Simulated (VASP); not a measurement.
# CeO2 (Cerianite): how numerical settings change the zone-centre modes

How far do the zone-centre frequencies of CeO2 (Cerianite) depend on the numerical settings? The starting structure is a measured crystal structure from the Crystallography Open Database.

Program: VASP 6.6.1. Level of theory: Kohn-Sham DFT with plane waves and PAW; LDA+U (Ce f 6 eV). Results are calculated unless marked as measured.

## Step 1: The starting structure

It takes space group Fm-3m (No. 225, cubic). Conventional cell: a = 5.411 Å, b = 5.411 Å, c = 5.411 Å, α = 90.00°, β = 90.00°, γ = 90.00°. Nearest to Ce lie 8 O at 2.34 Å. Nearest to O lie 4 Ce at 2.34 Å. Farther neighbours and most contacts between anions are not listed.

## Step 2: Reference modes

The cell comes from a relaxation at this level, not shown (39.71 Å³).

INCAR

```
SYSTEM = CeO2
PREC = Accurate
ENCUT = 520
EDIFF = 1E-08
NELM = 100
ISMEAR = 0
SIGMA = 0.03
LREAL = .FALSE.
ALGO = Normal
GGA = CA
NBANDS = 19
ISPIN = 2
MAGMOM = 1 0 0
LDAU = .TRUE.
LDAUTYPE = 2
LDAUL = 3 -1
LDAUU = 6 0
LDAUJ = 0 0
LDAUPRINT = 1
LASPH = .TRUE.
LMAXMIX = 6
LORBIT = 11
LWAVE = .FALSE.
LCHARG = .FALSE.
KPAR = 2
IBRION = 6
NFREE = 2
POTIM = 0.015
NSW = 1
ISIF = 2
```

POSCAR

```
CeO2
1.0
    0.0000000000      2.7077996972      2.7077996972
    2.7077996972      0.0000000000      2.7077996972
    2.7077996972      2.7077996972      0.0000000000
Ce O
1 2
Direct
    0.0000000000      0.0000000000      0.0000000000
    0.7500000000      0.7500000000      0.7500000000
    0.2500000000      0.2500000000      0.2500000000
```

KPOINTS

```
Automatic mesh
0
Gamma
8 8 8
0 0 0
```

The projector-augmented-wave data sets are Ce and O (LDA family, release 64).

Launch:

```console
mpirun -np 2 vasp_std
```

The program printed:

```text
[banner, memory and clock lines left out]
running    2 mpi-ranks, on    1 nodes
 distrk:  each k-point on    1 cores,    2 groups
 distr:  one band on    1 cores,    1 groups

 POSCAR found type information on POSCAR CeO
 POSCAR found :  2 types and       3 ions
 LDA part: xc-table for (Slater(with rela. corr.)+CA(PZ))
 , standard interpolation
 POSCAR, INCAR and KPOINTS ok, starting setup
 FFT: planning ... GRIDC
 FFT: planning ... GRID_SOFT
 FFT: planning ... GRID
 WAVECAR not read
 entering main loop
       N       E                     dE             d eps       ncg     rms          rms(c)
DAV:   1     0.243129093847E+03    0.24313E+03   -0.11005E+04  2252   0.150E+03
DAV:   2     0.314245564821E+01   -0.23999E+03   -0.20853E+03  2894   0.293E+02
DAV:   3    -0.320936213706E+02   -0.35236E+02   -0.33274E+02  2421   0.140E+02
DAV:   4    -0.332150627918E+02   -0.11214E+01   -0.11202E+01  3511   0.233E+01
DAV:   5    -0.332642277209E+02   -0.49165E-01   -0.49157E-01  3461   0.406E+00    0.878E+02
DAV:   6    -0.268620562482E+02    0.64022E+01   -0.49940E+01  3409   0.454E+01    0.314E+02
DAV:   7    -0.291221175662E+02   -0.22601E+01   -0.25402E+01  3370   0.617E+01    0.418E+02
DAV:   8    -0.267419220532E+02    0.23802E+01   -0.52238E+00  3311   0.190E+01    0.299E+01
DAV:   9    -0.264858872718E+02    0.25603E+00   -0.22003E+00  3253   0.112E+01    0.497E+01
DAV:  10    -0.265010696191E+02   -0.15182E-01   -0.16644E-01  2979   0.269E+00    0.175E+01
DAV:  11    -0.265047717868E+02   -0.37022E-02   -0.18819E-02  3372   0.113E+00    0.647E+01
DAV:  12    -0.265017103364E+02    0.30615E-02   -0.44275E-02  2954   0.234E+00    0.555E+00
DAV:  13    -0.264992754973E+02    0.24348E-02   -0.75522E-03  2684   0.998E-01    0.155E+01
DAV:  14    -0.264993474845E+02   -0.71987E-04   -0.43827E-04  3370   0.154E-01    0.980E+00
DAV:  15    -0.264992986253E+02    0.48859E-04   -0.75161E-05  3059   0.909E-02    0.101E+01
DAV:  16    -0.264990540812E+02    0.24454E-03   -0.68391E-04  2874   0.186E-01    0.533E+00
DAV:  17    -0.264990414140E+02    0.12667E-04   -0.12965E-04  3323   0.803E-02    0.332E+00
DAV:  18    -0.264990323587E+02    0.90553E-05   -0.22746E-05  2460   0.590E-02    0.609E-01
DAV:  19    -0.264990344377E+02   -0.20790E-05   -0.76516E-06  3336   0.230E-02    0.697E-01
DAV:  20    -0.264990332763E+02    0.11614E-05   -0.77854E-06  3026   0.316E-02    0.814E-02
DAV:  21    -0.264990332949E+02   -0.18600E-07   -0.33184E-07  2391   0.474E-03    0.429E-02
DAV:  22    -0.264990332907E+02    0.42101E-08   -0.24282E-07  3231   0.418E-03    0.525E-03
DAV:  23    -0.264990332848E+02    0.58931E-08   -0.20311E-08  1616   0.142E-03
   1 F= -.26499033E+02 E0= -.26499033E+02  d E =-.104290E-10  mag=    -0.0000
[...]
2 F= -.26497995E+02 E0= -.26497995E+02  d E =-.869475E-11  mag=    -0.0000
[...]
3 F= -.26497995E+02 E0= -.26497995E+02  d E =-.870208E-11  mag=     0.0000
[...]
4 F= -.26498073E+02 E0= -.26498073E+02  d E =-.356548E-31  mag=     0.0000
 Finite differences progress:
  Degree of freedom:   2/  2
  Displacement:        1/  2
  Total:               3/  4
 bond charge predicted
       N       E                     dE             d eps       ncg     rms          rms(c)
DAV:   1    -0.264961682621E+02    0.19049E-02   -0.33245E+00  7268   0.117E+01    0.961E+00
DAV:   2    -0.264985424161E+02   -0.23742E-02   -0.34979E-02  8396   0.143E+00    0.933E+00
DAV:   3    -0.264982232688E+02    0.31915E-03   -0.18040E-03 11348   0.275E-01    0.582E+00
DAV:   4    -0.264981197422E+02    0.10353E-03   -0.11417E-03  9494   0.295E-01    0.242E+00
DAV:   5    -0.264980795338E+02    0.40208E-04   -0.21317E-04  9266   0.152E-01    0.365E-01
DAV:   6    -0.264980751958E+02    0.43381E-05   -0.38707E-05 11004   0.488E-02    0.757E-02
DAV:   7    -0.264980746327E+02    0.56309E-06   -0.25373E-05 10184   0.451E-02    0.414E-01
DAV:   8    -0.264980731271E+02    0.15056E-05   -0.91762E-06 10212   0.295E-02    0.238E-02
DAV:   9    -0.264980731320E+02   -0.49195E-08   -0.55535E-07  8254   0.588E-03    0.365E-02
DAV:  10    -0.264980731187E+02    0.13276E-07   -0.85853E-08 10422   0.210E-03    0.241E-02
DAV:  11    -0.264980731173E+02    0.14370E-08   -0.36122E-08  6022   0.150E-03
   5 F= -.26498073E+02 E0= -.26498073E+02  d E =-.363673E-31  mag=    -0.0000
 Finite differences progress:
  Degree of freedom:   2/  2
  Displacement:        2/  2
  Total:               4/  4
```

It took 5.1 min on 2 MPI ranks of Intel Xeon Platinum 8488C (Sapphire Rapids), shared host; peak memory 0.61 GiB; 9.4 min of CPU time.

Lines that name or quote the potential files are left out of all logs, and their timing lines are given in words.

Parts of OUTCAR (step 2):

```text
ion  position               nearest neighbor table
   1  0.000  0.000  0.000-   2 2.35   2 2.35   2 2.35   3 2.35   3 2.35   3 2.35   3 2.35   2 2.35

  LATTYP: Found a face centered cubic cell.
 ALAT       =     5.4155993944

 Subroutine GETGRP returns: Found 48 space group operations
 (whereof 48 operations were pure point group operations)

The static configuration has the point symmetry O_h .

 Found     29 irreducible k-points:

   k-points           NKPTS =     29   k-points in BZ     NKDIM =     29   number of bands    NBANDS=     19

   dimension x,y,z NGX =    28 NGY =   28 NGZ =   28
   dimension x,y,z NGXF=    56 NGYF=   56 NGZF=   56

   ENCUT  =  520.0 eV  38.22 Ry    6.18 a.u.   7.12  7.12  7.12*2*pi/ulx,y,z

   NELECT =      24.0000    total number of electrons

 k-points in reciprocal lattice and weights: Automatic mesh
   0.00000000  0.00000000  0.00000000       0.002
   0.12500000  0.00000000  0.00000000       0.016
   0.25000000  0.00000000  0.00000000       0.016
   0.37500000  0.00000000  0.00000000       0.016
   0.50000000  0.00000000  0.00000000       0.008
   0.12500000  0.12500000  0.00000000       0.012
   0.25000000  0.12500000  0.00000000       0.047
   0.37500000  0.12500000  0.00000000       0.047
   0.50000000  0.12500000  0.00000000       0.047
[...]
-0.37500000  0.50000000  0.12500000       0.023
  -0.25000000  0.50000000  0.25000000       0.012

atom =   1  type =  1  l = 3

 onsite density matrix

spin component  1

  0.0381  0.0000  0.0093  0.0004  0.0000 -0.0002  0.0000
  0.0000  0.1400 -0.0000  0.0000 -0.0011  0.0000  0.0014
  0.0093 -0.0000  0.0333  0.0002  0.0000  0.0001 -0.0000
  0.0004  0.0000  0.0002  0.0454  0.0000  0.0000 -0.0000
  0.0000 -0.0011  0.0000  0.0000  0.0333  0.0000 -0.0093
 -0.0002  0.0000  0.0001  0.0000  0.0000  0.0261 -0.0000
  0.0000  0.0014 -0.0000 -0.0000 -0.0093 -0.0000  0.0381

spin component  2

  0.0381 -0.0000  0.0093  0.0004 -0.0000 -0.0002  0.0000
 -0.0000  0.1400  0.0000 -0.0000 -0.0011  0.0000  0.0014
  0.0093  0.0000  0.0333  0.0002 -0.0000  0.0001  0.0000
  0.0004 -0.0000  0.0002  0.0454 -0.0000  0.0000  0.0000
 -0.0000 -0.0011 -0.0000 -0.0000  0.0333 -0.0000 -0.0093
 -0.0002  0.0000  0.0001  0.0000 -0.0000  0.0261  0.0000
  0.0000  0.0014  0.0000  0.0000 -0.0093  0.0000  0.0381

 occupancies and eigenvectors

  o =  0.0259  v =  0.0000  0.0000  0.0000  0.0000  0.0000  0.0000  0.0000  0.4353 -0.0000 -0.5572 -0.0029  0.0000  0.7071  0.0000      0.0000  0.0000  0.0000  0.0000  0.0000  0.0000  0.0000  0.0000  0.0000  0.0000  0.0000  0.0000  0.0000  0.0000
  o =  0.0259  v = -0.4353  0.0000  0.5572  0.0029  0.0000 -0.7071  0.0000  0.0000  0.0000  0.0000  0.0000  0.0000  0.0000  0.0000      0.0000  0.0000  0.0000  0.0000  0.0000  0.0000  0.0000  0.0000  0.0000  0.0000  0.0000  0.0000  0.0000  0.0000
  o =  0.0261  v =  0.0000 -0.0000 -0.0000 -0.0000  0.7906  0.0000  0.6124  0.0000  0.0000  0.0000  0.0000  0.0000  0.0000  0.0000      0.0000  0.0000  0.0000  0.0000  0.0000  0.0000  0.0000  0.0000  0.0000  0.0000  0.0000  0.0000  0.0000  0.0000
  o =  0.0261  v =  0.0000  0.0000  0.0000  0.0000  0.0000  0.0000  0.0000 -0.0000 -0.0000  0.0000  0.0000  0.7906 -0.0000  0.6124      0.0000  0.0000  0.0000  0.0000  0.0000  0.0000  0.0000  0.0000  0.0000  0.0000  0.0000  0.0000  0.0000  0.0000
  o =  0.0263  v =  0.0000  0.0000  0.0000  0.0000  0.0000  0.0000  0.0000  0.4314  0.0000 -0.5603 -0.0020  0.0000 -0.7071  0.0000      0.0000  0.0000  0.0000  0.0000  0.0000  0.0000  0.0000  0.0000  0.0000  0.0000  0.0000  0.0000  0.0000  0.0000
  o =  0.0263  v =  0.4314  0.0000 -0.5603 -0.0020 -0.0000 -0.7071 -0.0000  0.0000  0.0000  0.0000  0.0000  0.0000  0.0000  0.0000      0.0000  0.0000  0.0000  0.0000  0.0000  0.0000  0.0000  0.0000  0.0000  0.0000  0.0000  0.0000  0.0000  0.0000
  o =  0.0449  v =  0.5572  0.0000  0.4353 -0.7071  0.0000 -0.0029 -0.0000  0.0000  0.0000  0.0000  0.0000  0.0000  0.0000  0.0000      0.0000  0.0000  0.0000  0.0000  0.0000  0.0000  0.0000  0.0000  0.0000  0.0000  0.0000  0.0000  0.0000  0.0000
  o =  0.0449  v =  0.0000  0.0000  0.0000  0.0000  0.0000  0.0000  0.0000  0.5572  0.0000  0.4353 -0.7071  0.0000 -0.0029 -0.0000      0.0000  0.0000  0.0000  0.0000  0.0000  0.0000  0.0000  0.0000  0.0000  0.0000  0.0000  0.0000  0.0000  0.0000
  o =  0.0453  v =  0.0000  0.0000  0.0000  0.0000  0.0000  0.0000  0.0000  0.0000 -0.0185  0.0000 -0.0000 -0.6123 -0.0000  0.7904      0.0000  0.0000  0.0000  0.0000  0.0000  0.0000  0.0000  0.0000  0.0000  0.0000  0.0000  0.0000  0.0000  0.0000
  o =  0.0453  v = -0.0000  0.0185 -0.0000  0.0000  0.6123  0.0000 -0.7904  0.0000  0.0000  0.0000  0.0000  0.0000  0.0000  0.0000      0.0000  0.0000  0.0000  0.0000  0.0000  0.0000  0.0000  0.0000  0.0000  0.0000  0.0000  0.0000  0.0000  0.0000
  o =  0.0458  v =  0.0000  0.0000  0.0000  0.0000  0.0000  0.0000  0.0000 -0.5603 -0.0000 -0.4314 -0.7071  0.0000  0.0020 -0.0000      0.0000  0.0000  0.0000  0.0000  0.0000  0.0000  0.0000  0.0000  0.0000  0.0000  0.0000  0.0000  0.0000  0.0000
  o =  0.0458  v = -0.5603  0.0000 -0.4314 -0.7071 -0.0000  0.0020  0.0000  0.0000  0.0000  0.0000  0.0000  0.0000  0.0000  0.0000      0.0000  0.0000  0.0000  0.0000  0.0000  0.0000  0.0000  0.0000  0.0000  0.0000  0.0000  0.0000  0.0000  0.0000
  o =  0.1400  v =  0.0000  0.0000  0.0000  0.0000  0.0000  0.0000  0.0000 -0.0000  0.9998 -0.0000 -0.0000 -0.0114 -0.0000  0.0147      0.0000  0.0000  0.0000  0.0000  0.0000  0.0000  0.0000  0.0000  0.0000  0.0000  0.0000  0.0000  0.0000  0.0000
  o =  0.1400  v =  0.0000  0.9998  0.0000  0.0000 -0.0114  0.0000  0.0147  0.0000  0.0000  0.0000  0.0000  0.0000  0.0000  0.0000      0.0000  0.0000  0.0000  0.0000  0.0000  0.0000  0.0000  0.0000  0.0000  0.0000  0.0000  0.0000  0.0000  0.0000

 average (electrostatic) potential at core
       1 -77.6803       2 -68.8010       3 -68.8007

 E-fermi :   5.5759

 spin component 1
 k-point     1 :       0.0000    0.0000    0.0000
  band No.  band energies     occupation
    ...
      8       1.2034      1.00000
      9       1.2187      1.00000
     10       4.8382      1.00000
     11       4.8546      1.00000
     12       4.8705      1.00000
     13       7.9144      0.00000
     14       8.3146      0.00000
     15       8.3174      0.00000
     16       8.3201      0.00000
     17       8.7118      0.00000
    ...

 k-point     2 :       0.1250    0.0000    0.0000
  band No.  band energies     occupation
    ...
      8       1.3562      1.00000
      9       1.6312      1.00000
     10       4.6547      1.00000
     11       4.7529      1.00000
     12       4.7723      1.00000
     13       7.9301      0.00000
[...]
...
      8       1.6932      1.00000
      9       2.6110      1.00000
     10       4.3086      1.00000
     11       4.5896      1.00000
     12       4.6024      1.00000
     13       7.9671      0.00000
     14       8.2136      0.00000
     15       8.2155      0.00000
     16       8.3238      0.00000
     17       8.3569      0.00000
    ...

 k-point     4 :       0.3750    0.0000    0.0000
  band No.  band energies     occupation
    ...
      8       1.9875      1.00000
      9       3.5352      1.00000
     10       4.0959      1.00000
     11       4.5600      1.00000
     12       4.5600      1.00000
     13       7.8694      0.00000
     14       8.1497      0.00000
     15       8.1500      0.00000
     16       8.2677      0.00000
     17       8.3271      0.00000
    ...

 k-point     5 :       0.5000    0.0000    0.0000
  band No.  band energies     occupation
    ...
      8       2.0851      1.00000
      9       3.9536      1.00000
     10       3.9772      1.00000
     11       4.5927      1.00000
     12       4.5992      1.00000
     13       7.7472      0.00000
     14       8.1291      0.00000
     15       8.1302      0.00000
     16       8.3233      0.00000
     17       8.3285      0.00000
    ...

 k-point     6 :       0.1250    0.1250    0.0000
  band No.  band energies     occupation
    ...
      8       1.4650      1.00000
      9       1.6739      1.00000
     10       4.1295      1.00000
     11       4.9603      1.00000
     12       4.9605      1.00000
     13       7.9376      0.00000
     14       8.2574      0.00000
     15       8.3217      0.00000
     16       8.3218      0.00000
     17       8.4978      0.00000
    ...

  Total        0.0044243      0.0022908      0.0022908      0.0000000     -0.0582532      0.0000000
  in kB        0.1785160      0.0924319      0.0924319      0.0000000     -2.3504474      0.0000000
  external PRESSURE =       0.1211266 kB  Pullay stress =       0.0000000 kB

  energy-cutoff  :      520.00
  volume of cell :       39.71
      direct lattice vectors                 reciprocal lattice vectors
     0.000000000  2.707799697  2.707799697    -0.184651767  0.184651767  0.184651767
     2.707799697  0.000000000  2.707799697     0.184651767 -0.184651767  0.184651767
     2.707799697  2.707799697  0.000000000     0.184651767  0.184651767 -0.184651767

 POSITION                                       TOTAL-FORCE (eV/Angst)
 -----------------------------------------------------------------------------------
      0.00000      0.00000      0.00000        -0.069002      0.000000      0.000000
      4.04670      4.06170      4.06170         0.128219      0.000000      0.000000
      1.35390      1.35390      1.35390        -0.059217      0.000000      0.000000
 -----------------------------------------------------------------------------------
    total drift:                               -0.000342      0.000001      0.000001

  FREE ENERGIE OF THE ION-ELECTRON SYSTEM (eV)
  ---------------------------------------------------
  free  energy   TOTEN  =       -26.4980731173 eV

  energy  without entropy=      -26.4980731173  energy(sigma->0) =      -26.49807312

 Eigenvectors and eigenvalues of the dynamical matrix
 ----------------------------------------------------

   1 f  =   13.818708 THz    86.825502 2PiTHz  460.942479 cm-1    57.149558 meV
             X         Y         Z           dx          dy          dz
      0.000000  0.000000  0.000000     0.000000    0.000000   -0.000000
      4.061700  4.061700  4.061700    -0.316680   -0.632229    0.000581
      1.353900  1.353900  1.353900     0.316680    0.632229   -0.000581

   2 f  =   13.818708 THz    86.825502 2PiTHz  460.942479 cm-1    57.149558 meV
             X         Y         Z           dx          dy          dz
      0.000000  0.000000  0.000000     0.000000   -0.000000    0.000000
      4.061700  4.061700  4.061700     0.628243   -0.314610    0.079565
      1.353900  1.353900  1.353900    -0.628243    0.314610   -0.079565

   3 f  =   13.818708 THz    86.825502 2PiTHz  460.942479 cm-1    57.149558 meV
             X         Y         Z           dx          dy          dz
      0.000000  0.000000  0.000000    -0.000000    0.000000    0.000000
      4.061700  4.061700  4.061700    -0.070882    0.036150    0.702616
      1.353900  1.353900  1.353900     0.070882   -0.036150   -0.702616

   4 f  =    9.293293 THz    58.391483 2PiTHz  309.990893 cm-1    38.433955 meV
             X         Y         Z           dx          dy          dz
      0.000000  0.000000  0.000000    -0.061818    0.004977   -0.427010
      4.061700  4.061700  4.061700     0.091389   -0.007358    0.631270
      1.353900  1.353900  1.353900     0.091389   -0.007358    0.631270

   5 f  =    9.293293 THz    58.391483 2PiTHz  309.990893 cm-1    38.433955 meV
             X         Y         Z           dx          dy          dz
      0.000000  0.000000  0.000000     0.423144    0.058854   -0.060573
      4.061700  4.061700  4.061700    -0.625555   -0.087007    0.089547
      1.353900  1.353900  1.353900    -0.625555   -0.087007    0.089547

   6 f  =    9.293293 THz    58.391483 2PiTHz  309.990893 cm-1    38.433955 meV
             X         Y         Z           dx          dy          dz
      0.000000  0.000000  0.000000     0.057544   -0.427429   -0.013313
      4.061700  4.061700  4.061700    -0.085071    0.631889    0.019681
      1.353900  1.353900  1.353900    -0.085071    0.631889    0.019681

   7 f/i=    0.003127 THz     0.019649 2PiTHz    0.104316 cm-1     0.012934 meV
             X         Y         Z           dx          dy          dz
      0.000000  0.000000  0.000000     0.037398    0.901329   -0.004812
      4.061700  4.061700  4.061700     0.012648    0.304843   -0.001627
      1.353900  1.353900  1.353900     0.012648    0.304843   -0.001627

   8 f/i=    0.003127 THz     0.019649 2PiTHz    0.104316 cm-1     0.012934 meV
             X         Y         Z           dx          dy          dz
      0.000000  0.000000  0.000000    -0.197479    0.012892    0.880143
      4.061700  4.061700  4.061700    -0.066790    0.004360    0.297678
      1.353900  1.353900  1.353900    -0.066790    0.004360    0.297678

   9 f/i=    0.003127 THz     0.019649 2PiTHz    0.104316 cm-1     0.012934 meV
             X         Y         Z           dx          dy          dz
      0.000000  0.000000  0.000000     0.879443   -0.035433    0.197840
      4.061700  4.061700  4.061700     0.297441   -0.011984    0.066913
      1.353900  1.353900  1.353900     0.297441   -0.011984    0.066913

 ELASTIC MODULI CONTR FROM IONIC RELAXATION (kBar)
 Direction    XX          YY          ZZ          XY          YZ          ZX
 --------------------------------------------------------------------------------
 XX           0.0000      0.0000      0.0000      0.0000      0.0000      0.0000
 YY           0.0000      0.0000      0.0000      0.0000      0.0000      0.0000
 ZZ           0.0000      0.0000      0.0000      0.0000      0.0000      0.0000
 XY           0.0000      0.0000      0.0000    -97.4759     -0.0000      0.0000
 YZ           0.0000      0.0000      0.0000     -0.0000    -97.4759     -0.0000
 ZX           0.0000      0.0000      0.0000      0.0000     -0.0000    -97.4759
 --------------------------------------------------------------------------------

 total charge
# of ion       s       p       d       f       tot
--------------------------------------------------
    1        2.016   5.819   0.993   0.696   9.524
    2        1.562   3.449   0.000   0.000   5.011
    3        1.562   3.449   0.000   0.000   5.011
--------------------------------------------------
tot          5.140  12.717   0.993   0.696  19.546

 magnetization (x)
# of ion       s       p       d       f       tot
--------------------------------------------------
    1        0.000   0.000   0.000   0.000   0.000
    2       -0.000  -0.000   0.000   0.000  -0.000
    3       -0.000  -0.000   0.000   0.000  -0.000
--------------------------------------------------
tot          0.000  -0.000   0.000   0.000   0.000

[... 1 further part left out ...]
```

The last energy, forces, stress and levels in OUTCAR belong to the last displaced cell, not to the cell of POSCAR.

Reference: the zone-centre modes are T2g 460.9, T1u 310.0 cm⁻¹.

[end of part 1 of 2]

[Lines on the potential files, build, host, timing and source positions are cut from VASP's logs without a mark.]

[Logs are printed without paths, hosts, clocks, repeated set-up lines and the standing remarks that a program may print on its own settings, such as how far it seeks lower states.]

[Hosts, paths, dates, database ids (printed as entryN), source tags and the programs' standing remarks are cut or masked in the printed files.]
